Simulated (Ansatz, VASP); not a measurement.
## Cross-check of SiO2 (Stishovite) between VASP and Ansatz

Wanted: the spread between two codes on one cell, functional and k mesh.

Program: Ansatz 0.2.0. Level of theory: plane waves, with VASP 6.6.1 beside it; G0W0 gap at PBE. Results are calculated unless marked as measured.

**1. Set-up**

The structure is tetragonal, space group P4_2/mnm (No. 136). Conventional cell: a = 4.177 Å, b = 4.177 Å, c = 2.665 Å, α = 90.00°, β = 90.00°, γ = 90.00°. Nearest to Si lie 6 O at 1.76 to 1.81 Å. Nearest to O lie 3 Si at 1.76 to 1.81 Å. Farther neighbours and most contacts between anions are not listed.

As a file:

```cif
data_structure
_symmetry_space_group_name_H-M 'P 1'
_symmetry_Int_Tables_number 1
_cell_length_a 4.1773
_cell_length_b 4.1773
_cell_length_c 2.6652
_cell_angle_alpha 90.000
_cell_angle_beta 90.000
_cell_angle_gamma 90.000
_cell_volume 46.51
loop_
_atom_site_label
_atom_site_type_symbol
_atom_site_fract_x
_atom_site_fract_y
_atom_site_fract_z
_atom_site_occupancy
Si1 Si 0.00000 0.00000 0.00000 1
Si2 Si 0.50000 0.50000 0.50000 1
O3 O 0.30590 0.30590 0.00000 1
O4 O 0.19410 0.80590 0.50000 1
O5 O 0.69410 0.69410 0.00000 1
O6 O 0.80590 0.19410 0.50000 1
```

**2. Ansatz: G0W0 gap, PBE**

Ansatz runs on its default PAW (the set named soft_2) files.

Quasiparticle shifts depend on high empty states and on the cores, so they are the hardest test of two PAW sets.

input.yaml

```yaml
crystal:
  lattice:
    - [4.1773, 0.0, 0.0]
    - [0.0, 4.1773, 0.0]
    - [0.0, 0.0, 2.6652]
  atoms:
    - { symbol: Si, position: [0.0, 0.0, 0.0] }
    - { symbol: Si, position: [0.5, 0.5, 0.5] }
    - { symbol: O, position: [0.3059, 0.3059, 0.0] }
    - { symbol: O, position: [0.1941, 0.8059, 0.5] }
    - { symbol: O, position: [0.6941, 0.6941, 0.0] }
    - { symbol: O, position: [0.8059, 0.1941, 0.5] }
hamiltonian:
  xc: pbe
  pseudopotentials: { kind: paw }
kpoints:
  mp_grid: { grid: [6, 6, 8] }
scf:
  occupations: { method: fixed }
gw:
  n_empty_bands: 96
  ecut_chi: 100.0
  qp_bands: [v2, c2]
  qp_kpoints: band_edges
  screening: { model: contour_deformation }
```

On the command line:

```sh
$ ansatz run input.yaml --threads 4 --pin off --max-ram 9216MiB --backend cpu --events-out ev --progress --plain --runs-dir out
```

Numbers of over 12 decimals in the logs are rounded to 6 here.

What it wrote:

```text
Engine: ansatz 0.2.0, aarch64-unknown-linux-gnu
Pseudopotentials: kind: paw
Pseudopotential: Si, paw, valence charge 4, recommended cutoff 420 eV (normal), Si.paw.azcp
Pseudopotential: O, paw, valence charge 6, recommended cutoff 420 eV (normal), O.paw.azcp
Functional definition: PBE
  parameter kappa = 0.804
  parameter beta = 0.066725
  exchange = pbe_x(kappa = kappa, mu = beta*pi^2/3)
  correlation = pbe_c(beta = beta)
Crystal: 6 atoms, lattice volume = 46.507 Å³
Basis set: ecut = 420 eV, 913 PW (Γ)
Bands: 22, of which v1, the nominal top of the filled ones, is band 16 counted from 1 (15 counted from 0)
Symmetry: 16 space group operations
Space group: P42/mnm (ITA 136), of the structure as read, at distance tolerance 3.6e-5 Å
k-points: 50 of 288
Non-local potential: Si, projectors of the file, l = 0: 2, l = 1: 2, l = 2: 2
Non-local potential: O, projectors of the file, l = 0: 2, l = 1: 2, l = 2: 1
PAW form: soft (Blöchl's): semilocal exchange-correlation on the pseudo side does not see the compensation charge
PAW one-centre angular grid: Si, 110 points (default); XC on 64 Gauss nodes
PAW one-centre angular grid: O, 110 points (default); XC on 64 Gauss nodes
Initial density: superposition of atomic densities (neutral atoms: chi_scale 0, normalization atom), corrected by the library's trained network
Initial wavefunctions: pseudopotential atomic-orbital guess
Functional: x = pbe(κ = 0.804, μ = 0.219515), c = pbe(β = 0.066725)
SCF iter   1: F=—  HF=-3546.960010 eV  |F-HF|=—  |Δ(HF+E_count)|=         —  Δρ=3.29e-3  dr2=1.87e-3  ethr=1.77e-3  ⟨swp⟩=4.4  Hψ=4997  notcnv=0  defer=199
preconditioner: auto → none  [insulator: Δε(μ)=5.641 eV  Ē_g=18.849 eV  n_scr=10 (ndim 8)  ℏωp=30.8 eV  f_vac=0.000  ε∞_Penn≈3.7]
SCF iter   2: F=—  HF=-3546.960592 eV  |F-HF|=—  |Δ(HF+E_count)|=   5.82e-4  Δρ=1.55e-3  dr2=3.69e-4  ethr=5.85e-6  ⟨swp⟩=2.0  Hψ=2341  notcnv=0  defer=200
SCF iter   3: F=—  HF=-3546.960666 eV  |F-HF|=—  |Δ(HF+E_count)|=   7.42e-5  Δρ=6.81e-4  dr2=5.75e-5  ethr=1.15e-6  ⟨swp⟩=2.0  Hψ=1712  notcnv=0  defer=200
SCF iter   4: F=—  HF=-3546.960718 eV  |F-HF|=—  |Δ(HF+E_count)|=   5.22e-5  Δρ=8.97e-5  dr2=2.14e-6  ethr=1.80e-7  ⟨swp⟩=2.0  Hψ=1802  notcnv=0  defer=187
SCF iter   5: F=—  HF=-3546.960719 eV  |F-HF|=—  |Δ(HF+E_count)|=   4.43e-7  Δρ=2.98e-5  dr2=2.77e-7  ethr=6.69e-9  ⟨swp⟩=2.0  Hψ=1775  notcnv=0  defer=188
SCF iter   6: F=-3546.960719 eV  HF=-3546.960719 eV  |F-HF|=7.87e-9  |Δ(HF+E_count)|=   7.15e-8  Δρ=6.68e-6  dr2=1.24e-8  ethr=3.13e-10  ⟨swp⟩=8.3  Hψ=4213  notcnv=0
SCF 1 converged in 6 iterations: F = -3546.960719 eV  dr2 = 1.24e-8
  greatest PAW one-centre occupation: 0.861 electrons in one spin orbital (limit 2), on the O atom at site 5 (counted from 0), in its partial waves of l = 0
NSCF: frozen V_eff on 50 k-points
G₀W₀ screening: q 1/50
G₀W₀ screening: q 2/50 (q-point 27)
G₀W₀ screening: q 3/50 (q-point 28)
G₀W₀ screening: q 4/50 (q-point 29)
G₀W₀ screening: q 5/50 (q-point 7)
G₀W₀ screening: q 6/50 (q-point 8)
G₀W₀ screening: q 7/50 (q-point 9)
G₀W₀ screening: q 8/50 (q-point 12)
G₀W₀ screening: q 9/50 (q-point 13)
G₀W₀ screening: q 10/50 (q-point 14)
G₀W₀ screening: q 11/50 (q-point 22)
G₀W₀ screening: q 12/50 (q-point 23)
G₀W₀ screening: q 13/50 (q-point 24)
G₀W₀ screening: q 14/50 (q-point 26)
G₀W₀ screening: q 15/50 (q-point 30)
G₀W₀ screening: q 16/50 (q-point 32)
G₀W₀ screening: q 17/50 (q-point 33)
G₀W₀ screening: q 18/50 (q-point 34)
G₀W₀ screening: q 19/50 (q-point 37)
G₀W₀ screening: q 20/50 (q-point 38)
G₀W₀ screening: q 21/50 (q-point 39)
G₀W₀ screening: q 22/50 (q-point 42)
G₀W₀ screening: q 23/50 (q-point 43)
G₀W₀ screening: q 24/50 (q-point 44)
G₀W₀ screening: q 25/50 (q-point 6)
[...]
G₀W₀ screening: q 35/50
G₀W₀ screening: q 36/50
[...]
G₀W₀ screening: q 42/50 (q-point 4)
G₀W₀ screening: q 43/50 (q-point 16)
G₀W₀ screening: q 44/50 (q-point 20)
G₀W₀ screening: q 45/50 (q-point 47)
G₀W₀ screening: q 46/50 (q-point 48)
G₀W₀ screening: q 47/50 (q-point 49)
G₀W₀ screening: q 48/50 (q-point 5)
G₀W₀ screening: q 49/50 (q-point 46)
G₀W₀ screening: q 50/50
G₀W₀ self-energy: k 1/8
G₀W₀ self-energy: k 2/8
G₀W₀ self-energy: k 3/8
G₀W₀ self-energy: k 4/8
G₀W₀ self-energy: k 5/8
G₀W₀ self-energy: k 6/8
G₀W₀ self-energy: k 7/8
G₀W₀ self-energy: k 8/8
SCF converged after 6 iterations
Free energy (F): -3546.960719 eV
Harris-Foulkes:  -3546.960719 eV  (|F-HF|=7.87e-9)
Internal energy: -3546.960719 eV  (E = F + TS)
E sigma→0 (E₀):  -3546.960719 eV
Fermi energy:    10.614107 eV
--- Per-component energies (eV) ---
  E_band       = 67.131278
  E_kinetic    = 816.392055
  E_local      = -1217.956277  (includes V_loc(G=0)·N_el)
  E_nonlocal   = 236.754117
  E_hartree    = 432.618315
  E_xc         = -412.521500
  E_vxc        = -480.384583  (∫ρ·V_xc dr)
  E_paw        = -1662.067012  (= ΣΔE_a)
  E_vpaw       = -152.924165  (= ΣTr[D̂ρ^β])
  E_aug_tail   = 0.010137  (compensation charges beyond the density's cutoff)
  E_ewald      = -1740.190554
  E_smearing   = -0.000000  (= −TS)
  E_closure    = -0.000000  (closes the sum)
  Σ components = -3546.960719   (vs F -3546.960719, Δ=0.00e0)
--- Band table (eV; the first three rows and the last of 50) ---
  k-point 0: bands = [... 12 lower, 8.1105, 9.7314, 9.7314, 10.6141, 16.2518, 17.3546, 19.1611, 19.1611, ... 2 higher]
  k-point 1: bands = [... 12 lower, 7.3913, 9.5791, 9.5791, 10.4248, 16.9779, 18.4473, 20.0509, 20.0509, ... 2 higher]
  k-point 2: bands = [... 12 lower, 6.2115, 9.0994, 9.0994, 9.8225, 18.1333, 20.5075, 20.8544, 21.9269, ... 2 higher]
  k-point 49: bands = [... 12 lower, 8.8527, 8.8527, 9.0544, 9.0544, 17.8306, 17.8306, 21.6731, 21.6731, ... 2 higher]
--- G₀W₀: contour deformation, 5 samples at zero and on the imaginary axis and 2 off it, 288 q-points, 96 empty bands' worth ---
  eigenvalues of the whole cell's RPA ε∞ on this k-mesh (on a slab, of 1 + 4πα/V) = 3.2607, 3.2607, 3.4194; static W/v taken at q = 0 is 0.301008
  bands read: the sum over 112 bands ends inside a degenerate multiplet in 1 slot, whose members it reads at an even weight; the widest, k=1: bands 112 to 113 (counted from 1) at 1/2 each
  gw.qp_kpoints: band_edges: 8 of 50 stored k-points solved, in 1 pass; an edge of the gap read off the rows below is read off those points alone
    valence top: of the k-points left out ik 10 came nearest to being solved in a further pass, in band 16 (counted from 1, as in the quasiparticle table): it holds the edge there only if its correction is more favourable than any solved in that band by at least 0.732 eV; those differ by 0.373 eV
    conduction bottom: of the k-points left out ik 44 came nearest to being solved in a further pass, in band 18 (counted from 1, as in the quasiparticle table): it holds the edge there only if its correction is more favourable than any solved in that band by at least 1.529 eV; those differ by 0.435 eV
    ik  band        ε_KS         Σx   Σc(E_QP)       V_xc       Z   E_QP_lin       E_QP  E_QP is
     0    15      9.7314   -27.7745     4.7249   -22.0647  0.8179     8.7409     8.7464  root
     0    16     10.6141   -28.2590     4.9938   -22.2747  0.8156     9.6179     9.6236  root
     0    17     16.2518   -13.8446    -4.2441   -19.8111  0.8498    17.9867    17.9742  root
     0    18     17.3546    -7.7500    -4.3918   -13.5787  0.8633    18.8002    18.7915  root
     1    15      9.5791   -27.6673     4.7516   -21.8995  0.8174     8.5569     8.5629  root
     1    16     10.4248   -28.0899     5.0109   -22.0477  0.8153     9.3873     9.3935  root
     1    17     16.9779   -14.1545    -4.2632   -20.2791  0.8458    18.8545    18.8392  root
     1    18     18.4473    -8.6765    -4.4895   -14.8009  0.8561    20.0946    20.0822  root
     5    15      9.6824   -27.7422     4.7471   -21.9950  0.8176     8.6765     8.6823  root
     5    16     10.3972   -28.0199     4.9686   -22.0269  0.8156     9.3667     9.3728  root
     5    17     16.6924   -13.9509    -4.2237   -19.9545  0.8477    18.4860    18.4724  root
     5    18     17.5982    -7.9629    -4.4193   -13.8589  0.8617    19.0844    19.0749  root
     6    15      9.5219   -27.6195     4.7736   -21.8123  0.8171     8.4821     8.4883  root
     6    16     10.2776   -27.9732     4.9947   -21.9304  0.8152     9.2231     9.2296  root
     6    17     17.3015   -14.0500    -4.3040   -20.2523  0.8448    19.2161    19.1997  root
     6    18     18.6550    -8.8851    -4.5268   -15.0887  0.8545    20.3451    20.3317  root
    20    15      9.4729   -27.5659     4.8026   -21.7053  0.8166     8.4083     8.4149  root
    20    16     10.2146   -27.8608     4.9492   -21.8640  0.8155     9.1605     9.1670  root
    20    17     16.9796   -13.4445    -4.2561   -19.4979  0.8478    18.7911    18.7769  root
    20    18     17.8464    -8.6647    -4.4401   -14.6516  0.8586    19.4039    19.3933  root
    21    15      9.3741   -27.5145     4.8220   -21.6165  0.8162     8.2912     8.2981  root
    21    16     10.1564   -27.8965     4.9747   -21.8660  0.8153     9.0939     9.1006  root
    21    17     17.5316   -13.7449    -4.3486   -20.0106  0.8446    19.4657    19.4488  root
    21    18     18.8537    -9.3936    -4.5623   -15.6920  0.8519    20.6045    20.5898  root
    45    15      8.3295   -26.6549     5.1852   -20.1066  0.8091     6.9533     6.9664  root
    45    16      8.3295   -26.6549     5.1852   -20.1066  0.8091     6.9533     6.9664  root
    45    17     18.0770   -10.9777    -4.5772   -17.3758  0.8499    19.9138    19.8979  root
    45    18     18.0770   -10.9777    -4.5772   -17.3758  0.8499    19.9138    19.8979  root
    49    15      9.0544   -27.4300     5.1636   -21.0266  0.8111     7.8047     7.8147  root
    49    16      9.0544   -27.4300     5.1636   -21.0266  0.8111     7.8047     7.8147  root
    49    17     17.8306   -11.7854    -4.4025   -18.0596  0.8510    19.7181    19.7023  root
    49    18     17.8306   -11.7854    -4.4025   -18.0596  0.8510    19.7181    19.7023  root
```

Wall time 3.1 min (4 threads of Arm Neoverse N1, shared host); peak memory 0.49 GiB.

In the SCF lines HF is the Harris–Foulkes energy and dr2 the Hartree energy of the density residual, in eV; the loop may stop once dr2 is under the threshold and the program's other checks hold. Hψ counts applications of the Hamiltonian.

(Continued in part 2 of 2.)

[Lines on the potential files, build, host, timing and source positions are cut from VASP's logs without a mark.]

[Logs are printed without paths, hosts, clocks, repeated set-up lines and the standing remarks that a program may print on its own settings, such as how far it seeks lower states.]

[Hosts, paths, dates, database ids (printed as entryN), source tags and the programs' standing remarks are cut or masked in the printed files.]
